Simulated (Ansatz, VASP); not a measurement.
# W2Se3S: VASP beside Ansatz, part 2 of 2

One calculation is typed for both programs; each brings its own data sets. How far apart do they land? The structure shown is the end of the Ansatz relaxation below.

VASP 6.6.1 and Ansatz 0.2.0.

So far: Starting point; Ansatz: relaxation, PBEsol.

### 3. VASP: single point, PBEsol

Level of this step: PBEsol, no spin polarisation; plane waves and PAW (W, Se, S) (VASP).

The same cell, functional, mesh and smearing now go to VASP, with its own data sets.

Lines of VASP's logs that name or quote its potential files are left out, and so is its time.

File INCAR:

```
SYSTEM = W2Se3S
PREC = Accurate
ENCUT = 600
EDIFF = 1E-06
NELM = 120
ISMEAR = -1
SIGMA = 0.02
LREAL = .FALSE.
ALGO = Normal
GGA = PS
NBANDS = 48
LASPH = .TRUE.
LORBIT = 11
LWAVE = .FALSE.
LCHARG = .FALSE.
ISIF = 2
GGA_COMPAT = .FALSE.
EFERMI = MIDGAP
KPAR = 2
```

File POSCAR:

```
W2Se3S
1.0
    6.4749809284      0.0000000000      0.0000000000
   -3.2374904642      5.6074979730      0.0000000000
    0.0000000000      0.0000000000     18.1423650000
W Se S
4 6 2
Direct
    0.3333333295      0.1666666705      0.5000000000
    0.3394231356      0.6697115632      0.5000000000
    0.8302884368      0.1605768644      0.5000000000
    0.8302884325      0.6697115675      0.5000000000
    0.1663519065      0.3336480935      0.4073822402
    0.1663519065      0.3336480935      0.5926177598
    0.1663519024      0.8327038011      0.4073822438
    0.1663519024      0.8327038011      0.5926177562
    0.6672961989      0.3336480976      0.4073822438
    0.6672961989      0.3336480976      0.5926177562
    0.6666666584      0.8333333416      0.4147694546
    0.6666666584      0.8333333416      0.5852305454
```

File KPOINTS:

```
Automatic mesh
0
Gamma
5 5 2
0 0 0
```

The projector-augmented-wave data sets are W, Se and S (PBE family, release 64).

On the command line:

```sh
mpirun -np 2 vasp_std
```

Numbers of over 12 decimals in the logs are rounded to 6 here.

Output:

```text
[banner, memory and clock lines left out]
running    2 mpi-ranks, on    1 nodes
 distrk:  each k-point on    1 cores,    2 groups
 distr:  one band on    1 cores,    1 groups

 POSCAR found type information on POSCAR W SeS
 POSCAR found :  3 types and      12 ions
|                                                                             |
|               ----> ADVICE to this user running VASP <----                  |
|                                                                             |
|     You enforced a specific xc type in the INCAR file but a different       |
|     [... a line on the potential file left out ...]
|     I HOPE YOU KNOW WHAT YOU ARE DOING!                                     |
|                                                                             |

 LDA part: xc-table for (Slater+PW92), standard interpolation
 POSCAR, INCAR and KPOINTS ok, starting setup
 FFT: planning ... GRIDC
 FFT: planning ... GRID_SOFT
 FFT: planning ... GRID
 WAVECAR not read
 entering main loop
       N       E                     dE             d eps       ncg     rms          rms(c)
DAV:   1     0.569428235768E+03    0.56943E+03   -0.27286E+04   960   0.129E+03
DAV:   2    -0.145620148821E+02   -0.58399E+03   -0.56281E+03  1464   0.237E+02
DAV:   3    -0.966737030355E+02   -0.82112E+02   -0.81408E+02  1144   0.969E+01
DAV:   4    -0.995963553711E+02   -0.29227E+01   -0.29004E+01  1336   0.207E+01
DAV:   5    -0.996776743278E+02   -0.81319E-01   -0.81126E-01  1400   0.299E+00    0.492E+01
DAV:   6    -0.961306168721E+02    0.35471E+01   -0.14393E+01  1456   0.138E+01    0.203E+01
DAV:   7    -0.955064242304E+02    0.62419E+00   -0.65707E+00  1288   0.999E+00    0.108E+01
DAV:   8    -0.952266657266E+02    0.27976E+00   -0.85392E-01  1304   0.425E+00    0.182E+00
DAV:   9    -0.952148511752E+02    0.11815E-01   -0.14363E-01  1376   0.137E+00    0.966E-01
DAV:  10    -0.952100981186E+02    0.47531E-02   -0.35336E-02  1376   0.743E-01    0.489E-01
DAV:  11    -0.952087024821E+02    0.13956E-02   -0.88315E-03  1376   0.395E-01    0.263E-01
DAV:  12    -0.952086403167E+02    0.62165E-04   -0.40662E-03  1400   0.246E-01    0.167E-01
DAV:  13    -0.952080686715E+02    0.57165E-03   -0.24052E-03  1192   0.151E-01    0.587E-02
DAV:  14    -0.952082221548E+02   -0.15348E-03   -0.27807E-04  1416   0.537E-02    0.447E-02
[...]
DAV:  19    -0.952092510777E+02   -0.78470E-04   -0.65664E-06  1080   0.575E-03    0.275E-03
DAV:  20    -0.952093249600E+02   -0.73882E-04   -0.31455E-06   960   0.434E-03    0.618E-03
DAV:  21    -0.952094042426E+02   -0.79283E-04   -0.73568E-06  1056   0.541E-03    0.247E-03
DAV:  22    -0.952094189784E+02   -0.14736E-04   -0.80280E-07   952   0.210E-03    0.212E-03
DAV:  23    -0.952094256838E+02   -0.67055E-05   -0.27225E-07   848   0.133E-03    0.513E-04
DAV:  24    -0.952094304979E+02   -0.48141E-05   -0.34308E-07   880   0.108E-03    0.338E-04
DAV:  25    -0.952094318003E+02   -0.13024E-05   -0.82921E-08   784   0.600E-04    0.329E-04
DAV:  26    -0.952094320188E+02   -0.21850E-06   -0.24975E-08   624   0.323E-04
   1 F= -.95209432E+02 E0= -.95209432E+02  d E =-.117588E-20
```

Parts of OUTCAR (step 3):

```text
ion  position               nearest neighbor table
   1  0.333  0.167  0.500-   5 2.52   6 2.52   7 2.52   8 2.52   9 2.52  10 2.52   2 3.24   3 3.24
                             4 3.24   4 3.24   2 3.24   3 3.24
   2  0.339  0.670  0.500-  11 2.40  12 2.40   7 2.53   8 2.53   5 2.53   6 2.53   4 3.18   3 3.18
                             1 3.24   1 3.24   3 3.30   4 3.30
   3  0.830  0.161  0.500-  11 2.40  12 2.40   9 2.53  10 2.53   5 2.53   6 2.53   4 3.18   2 3.18
                             1 3.24   1 3.24   2 3.30   4 3.30
   4  0.830  0.670  0.500-  11 2.40  12 2.40   9 2.53  10 2.53   7 2.53   8 2.53   3 3.18   2 3.18
                             1 3.24   1 3.24   3 3.30   2 3.30
   5  0.166  0.334  0.407-   1 2.52   2 2.53   3 2.53
   6  0.166  0.334  0.593-   1 2.52   2 2.53   3 2.53
   7  0.166  0.833  0.407-   1 2.52   4 2.53   2 2.53
   8  0.166  0.833  0.593-   1 2.52   4 2.53   2 2.53
   9  0.667  0.334  0.407-   1 2.52   4 2.53   3 2.53
  10  0.667  0.334  0.593-   1 2.52   4 2.53   3 2.53
  11  0.667  0.833  0.415-   3 2.40   2 2.40   4 2.40
  12  0.667  0.833  0.585-   3 2.40   2 2.40   4 2.40

  LATTYP: Found a hexagonal cell.
 ALAT       =     6.4749809284
 C/A-ratio  =     2.8019179053

 Subroutine GETGRP returns: Found 12 space group operations
 (whereof  4 operations were pure point group operations)

The static configuration has the point symmetry C_2v.
 The point group associated with its full space group is D_3h.

 Found     10 irreducible k-points:

   k-points           NKPTS =     10   k-points in BZ     NKDIM =     10   number of bands    NBANDS=     48

   dimension x,y,z NGX =    54 NGY =   54 NGZ =  150
   dimension x,y,z NGXF=   108 NGYF=  108 NGZF=  300

   ENCUT  =  600.0 eV  44.10 Ry    6.64 a.u.  12.93 12.93 36.23*2*pi/ulx,y,z

   NELECT =      72.0000    total number of electrons

 k-points in reciprocal lattice and weights: Automatic mesh
   0.00000000  0.00000000  0.00000000       0.020
   0.20000000  0.00000000  0.00000000       0.120
   0.40000000  0.00000000  0.00000000       0.120
   0.20000000  0.20000000  0.00000000       0.120
   0.40000000  0.20000000  0.00000000       0.120
   0.00000000  0.00000000  0.50000000       0.020
   0.20000000  0.00000000  0.50000000       0.120
   0.40000000  0.00000000  0.50000000       0.120
   0.20000000  0.20000000  0.50000000       0.120
   0.40000000  0.20000000  0.50000000       0.120

 average (electrostatic) potential at core
       1 -46.8390       2 -46.8940       3 -46.8940       4 -46.8940       5 -59.5582
       6 -59.5582       7 -59.5582       8 -59.5582       9 -59.5582      10 -59.5582
      11 -93.1417      12 -93.1417

 E-fermi :  -0.7571

 k-point     1 :       0.0000    0.0000    0.0000
  band No.  band energies     occupation
    ...
     32      -2.5707      2.00000
     33      -2.5290      2.00000
     34      -2.5290      2.00000
     35      -2.2649      2.00000
     36      -1.8969      2.00000
     37       0.9984      0.00000
     38       0.9984      0.00000
     39       1.1193      0.00000
     40       1.3213      0.00000
     41       1.4372      0.00000
    ...

 k-point     2 :       0.2000    0.0000    0.0000
  band No.  band energies     occupation
    ...
     32      -2.7443      2.00000
     33      -2.5521      2.00000
     34      -2.2084      2.00000
     35      -2.1294      2.00000
     36      -1.9309      2.00000
     37       0.8427      0.00000
     38       0.8926      0.00000
     39       1.0015      0.00000
     40       1.0336      0.00000
     41       1.1114      0.00000
    ...

 k-point     3 :       0.4000    0.0000    0.0000
  band No.  band energies     occupation
    ...
     32      -2.8518      2.00000
     33      -2.7919      2.00000
     34      -2.2932      2.00000
     35      -2.1159      2.00000
     36      -2.0767      2.00000
     37       0.4757      0.00000
     38       0.5539      0.00000
     39       0.6097      0.00000
     40       0.7240      0.00000
     41       0.8757      0.00000
    ...

  Total       -0.3996463     -0.3996463     -0.2367210     -0.0000000      0.0000000      0.0000000
  in kB       -0.9720416     -0.9720416     -0.5757659     -0.0000000      0.0000000      0.0000000
  external PRESSURE =      -0.8399497 kB  Pullay stress =       0.0000000 kB

  energy-cutoff  :      600.00
  volume of cell :      658.72
      direct lattice vectors                 reciprocal lattice vectors
     6.474980928  0.000000000  0.000000000     0.154440609  0.089166327  0.000000000
    -3.237490464  5.607497973  0.000000000     0.000000000  0.178332655  0.000000000
     0.000000000  0.000000000 18.142365000     0.000000000  0.000000000  0.055119605

 POSITION                                       TOTAL-FORCE (eV/Angst)
 -----------------------------------------------------------------------------------
      1.61875      0.93458      9.07118        -0.000000     -0.000000      0.000000
      0.02957      3.75541      9.07118         0.008953      0.005169      0.000000
      4.85624      0.90043      9.07118         0.000000     -0.010338      0.000000
      3.20792      3.75541      9.07118        -0.008953      0.005169      0.000000
     -0.00306      1.87093      7.39088        -0.000232      0.000134      0.015435
     -0.00306      1.87093     10.75149        -0.000232      0.000134     -0.015435
     -1.61875      4.66938      7.39088        -0.000000     -0.000268      0.015435
     -1.61875      4.66938     10.75149        -0.000000     -0.000268     -0.015435
      3.24055      1.87093      7.39088         0.000232      0.000134      0.015435
      3.24055      1.87093     10.75149         0.000232      0.000134     -0.015435
      1.61875      4.67292      7.52490        -0.000000     -0.000000      0.018300
      1.61875      4.67292     10.61747        -0.000000     -0.000000     -0.018300
 -----------------------------------------------------------------------------------
    total drift:                               -0.000223      0.000133     -0.000000

  FREE ENERGIE OF THE ION-ELECTRON SYSTEM (eV)
  ---------------------------------------------------
  free  energy   TOTEN  =       -95.2094320188 eV

  energy  without entropy=      -95.2094320188  energy(sigma->0) =      -95.20943202

 total charge
# of ion       s       p       d       tot
------------------------------------------
    1        0.545   0.648   4.251   5.444
    2        0.546   0.662   4.251   5.459
    3        0.546   0.662   4.251   5.459
    4        0.546   0.662   4.251   5.459
    5        1.476   2.350   0.070   3.897
    6        1.476   2.350   0.070   3.897
    7        1.476   2.350   0.070   3.897
    8        1.476   2.350   0.070   3.897
    9        1.476   2.350   0.070   3.897
   10        1.476   2.350   0.070   3.897
   11        1.349   2.351   0.000   3.700
   12        1.349   2.351   0.000   3.700
--------------------------------------------------
tot         13.739  21.437  17.424  52.601

[... 3 further parts left out ...]
```

The run ends at a pressure of -0.08 GPa, with forces up to 0.018 eV/Å.

### 4. Side by side

Known differences besides the potentials themselves: the data sets hold 164 valence electrons in Ansatz (on its PAW soft_1 files) and 72 in VASP; Ansatz makes its cores anew for this functional, VASP keeps those of its PBE data sets; Ansatz's pressure holds a Pulay correction, VASP's none. Total energies have different zeros and are not compared.

Both answers:

| quantity | Ansatz | VASP | difference |
| --- | --- | --- | --- |
| pressure (GPa) | 0.00 | -0.08 | +0.08 |
| gap on the k mesh (eV) | 1.903 | 1.896 | +0.007 |

At this near-relaxed geometry the largest component of a force difference is 18 meV/Å. A gap on the mesh is an upper bound, since the band edges may lie between its points; neither run holds spin-orbit coupling, which can move the band edges of a compound of W. With vacuum in the cell, a pressure given here is an average over mostly empty space and none of the material.

### 5. Results

| Item | Value |
| --- | --- |
| difference in gap on the k mesh (single point, PBEsol) | 0.0068 eV |
| r.m.s. force difference (single point, PBEsol) | 8.2 meV/Å |

What this shows: The r.m.s. force difference is 8.2 meV/Å (single point, PBEsol), within the 12 meV/Å picked in this series as the mark of a large difference. The data sets hold unlike numbers of valence electrons (164 in Ansatz and 72 in VASP), so part of the differences comes from the potentials. Such differences can come from data sets, numerical settings and the points named under the comparisons, not from the functional's error against experiment.

[Lines on the potential files, build, host, timing and source positions are cut from VASP's logs without a mark.]

[Logs are printed without paths, hosts, clocks, repeated set-up lines and the standing remarks that a program may print on its own settings, such as how far it seeks lower states.]

[Hosts, paths, dates, database ids (printed as entryN), source tags and the programs' standing remarks are cut or masked in the printed files.]
